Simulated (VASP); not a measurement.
The system is TcSe2.

```
CELL_PARAMETERS angstrom
1.92842 1.11337 5.83034
-1.92842 1.11337 5.83034
0.00000 -2.22675 5.83034
ATOMIC_POSITIONS crystal
Tc 0.00000 0.00000 0.00000
Se 0.25200 0.25200 0.25200
Se 0.74800 0.74800 0.74800
```

The cell was built by a generator and needn't be a form met in nature.

Base run:

| Quantity | Value |
| --- | --- |
| Program | VASP 6.6.1 |
| Functional | r2SCAN |
| Potentials or basis | VASP PAW PBE potentials, release 64 (Tc_pv, Se) |
| Cutoff | 520 eV |
| k mesh | 6 × 6 × 6 |
| Occupations | gaussian, width 0.05 eV |
| Spin | collinear spin, zero start |
| Starting moments | [0.0, 0.0, 0.0] μB |
| Hubbard terms | Tc d U = 2 eV |

Its results: band gap on the k mesh none (metal or under the smearing width); pressure -12.3 GPa; net moment 0.00 μB per cell; largest force 1.121 eV/Å.

Q: The run is repeated on the same cell with these changes: hubbard terms from Tc d U = 2 eV to Tc d U = 7 eV. What comes out?

A: Band gap on the k mesh none (metal or under the smearing width); pressure -9.7 GPa; net moment 0.00 μB per cell; largest force 0.767 eV/Å.

Caveats: the PAW data sets were made with another functional, which shifts forces and pressure a little.
